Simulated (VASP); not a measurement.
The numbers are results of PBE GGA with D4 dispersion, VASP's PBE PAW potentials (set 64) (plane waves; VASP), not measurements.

VASP ran on this input.

### INCAR
```
! general
SYSTEM  = MoTe2
PREC    = Accurate
ENCUT   = 520   ! plane-wave cut-off (eV)
LREAL   = F   ! projection in real space or not
LASPH   = T   ! aspherical one-centre terms

! electronic loop
EDIFF   = 1E-7   ! SCF stop (eV)
NELM    = 100   ! most electronic steps
ALGO    = Normal   ! blocked Davidson
LMAXMIX = 4   ! l cut-off of mixed one-centre charges

! smearing
ISMEAR  = -5

! functional
GGA     = PE   ! PBE
IVDW    = 13   ! D4

! ions
ISIF    = 2   ! forces and stress, cell fixed

! output
LWAVE   = F
LCHARG  = T
LORBIT  = 11
NEDOS   = 601   ! DOS grid

! other
LEFG    = T
```

KPOINTS:
```
Automatic mesh
0
gamma
  8 8 2
```

File POSCAR:
```
MoTe2
1
    1.7506946924    -3.0322917412     0.0000000000
    1.7506946924     3.0322917412     0.0000000000
    0.0000000000     0.0000000000    13.7657921760
Te Mo
4 2
Direct
  0.3333330000   0.6666670000   0.8819169661
  0.6666670000   0.3333330000   0.3819169661
  0.6666670000   0.3333330000   0.1180830339
  0.3333330000   0.6666670000   0.6180830339
  0.3333330000   0.6666670000   0.2500000000
  0.6666670000   0.3333330000   0.7500000000
```

POTCAR, in this order: Te Mo_sv (PBE.64 set). Program: vasp_std.

The resulting files:

### OSZICAR
```
       N       E                     dE             d eps       ncg     rms          rms(c)
DAV:   1     0.416619920089E+03    0.41662E+03   -0.27286E+04  1416   0.151E+03
DAV:   2    -0.125466398109E+02   -0.42917E+03   -0.42112E+03  1521   0.356E+02
DAV:   3    -0.364726120629E+02   -0.23926E+02   -0.23618E+02  1520   0.705E+01
DAV:   4    -0.371659626601E+02   -0.69335E+00   -0.69010E+00  1578   0.118E+01
DAV:   5    -0.371853081687E+02   -0.19346E-01   -0.19339E-01  1606   0.202E+00    0.220E+01
DAV:   6    -0.364046621869E+02    0.78065E+00   -0.85945E+00  1450   0.146E+01    0.901E+00
DAV:   7    -0.363601288823E+02    0.44533E-01   -0.86366E+00  1392   0.117E+01    0.644E+00
DAV:   8    -0.359337349606E+02    0.42639E+00   -0.18427E+00  1536   0.619E+00    0.325E+00
DAV:   9    -0.359353434231E+02   -0.16085E-02   -0.25404E-01  1627   0.227E+00    0.133E+00
DAV:  10    -0.359294094252E+02    0.59340E-02   -0.47063E-02  1535   0.110E+00    0.370E-01
DAV:  11    -0.359296873278E+02   -0.27790E-03   -0.25152E-03  1519   0.259E-01    0.282E-01
DAV:  12    -0.359296028262E+02    0.84502E-04   -0.32969E-04  1454   0.869E-02    0.172E-01
DAV:  13    -0.359295652802E+02    0.37546E-04   -0.12710E-04  1528   0.604E-02    0.866E-02
DAV:  14    -0.359295650537E+02    0.22655E-06   -0.13891E-05  1607   0.148E-02    0.599E-02
DAV:  15    -0.359295639637E+02    0.10900E-05   -0.20672E-06  1499   0.711E-03    0.327E-02
DAV:  16    -0.359295623321E+02    0.16317E-05   -0.29053E-06  1596   0.782E-03    0.148E-02
DAV:  17    -0.359295620171E+02    0.31498E-06   -0.56753E-07  1337   0.342E-03    0.192E-03
DAV:  18    -0.359295619813E+02    0.35796E-07   -0.96135E-08   851   0.149E-03
   1 F= -.39363963E+02 E0= -.39363963E+02  d E =0.000000E+00
```

### OUTCAR
```
------------------------ aborting loop because EDIFF is reached ----------------------------------------
  Edisp (eV):   -3.43440
  FORCE on cell =-STRESS in cart. coord.  units (eV):
  Direction    XX          YY          ZZ          XY          YZ          ZX
  --------------------------------------------------------------------------------------
  Total      -0.03989    -0.03989    -0.06768     0.00000     0.00000    -0.00000
  in kB      -0.43728    -0.43728    -0.74187     0.00000     0.00000    -0.00000
  external pressure =       -0.54 kB  Pullay stress =        0.00 kB
  volume of cell :      146.15
      direct lattice vectors                 reciprocal lattice vectors
     1.750694692 -3.032291741  0.000000000     0.285600912 -0.164891786  0.000000000
     1.750694692  3.032291741  0.000000000     0.285600912  0.164891786  0.000000000
     0.000000000  0.000000000 13.765792176     0.000000000  0.000000000  0.072643840
 POSITION                                       TOTAL-FORCE (eV/Angst)
 -----------------------------------------------------------------------------------
      1.75069      1.01077     12.14029         0.000000      0.000000      0.008809
      1.75069     -1.01077      5.25739        -0.000000     -0.000000      0.008809
      1.75069     -1.01077      1.62551        -0.000000     -0.000000     -0.008809
      1.75069      1.01077      8.50840        -0.000000      0.000000     -0.008809
      1.75069      1.01077      3.44145        -0.000000      0.000000      0.000000
      1.75069     -1.01077     10.32434         0.000000     -0.000000      0.000000
 -----------------------------------------------------------------------------------
    total drift:                               -0.000248      0.001610     -0.000026
  FREE ENERGIE OF THE ION-ELECTRON SYSTEM (eV)
  ---------------------------------------------------
  free  energy   TOTEN  =       -39.3639631179 eV

  energy  without entropy=      -39.3639631179  energy(sigma->0) =      -39.36396312

 total charge

# of ion       s       p       d       tot
------------------------------------------
    1        1.387   1.977   0.066   3.429
    2        1.387   1.977   0.066   3.429
    3        1.387   1.977   0.066   3.429
    4        1.387   1.977   0.066   3.429
    5        2.255   6.147   3.992  12.393
    6        2.255   6.147   3.992  12.393
--------------------------------------------------
tot         10.058  20.200   8.247  38.504

 Electric field gradients after diagonalization (V/A^2)
 (convention: |V_zz| > |V_xx| > |V_yy|)
----------------------------------------------------------------------
 ion       V_xx      V_yy      V_zz     asymmetry (V_yy - V_xx)/ V_zz
----------------------------------------------------------------------
   1      85.300    85.300  -170.600       0.000
   2      85.300    85.300  -170.600       0.000
   3      85.300    85.300  -170.600       0.000
   4      85.300    85.300  -170.600       0.000
   5      34.638    34.633   -69.271       0.000
   6      34.638    34.633   -69.271       0.000
```
(Selected blocks of OUTCAR.)

The compound is MoTe2 in the 2H layered structure. It was relaxed first.
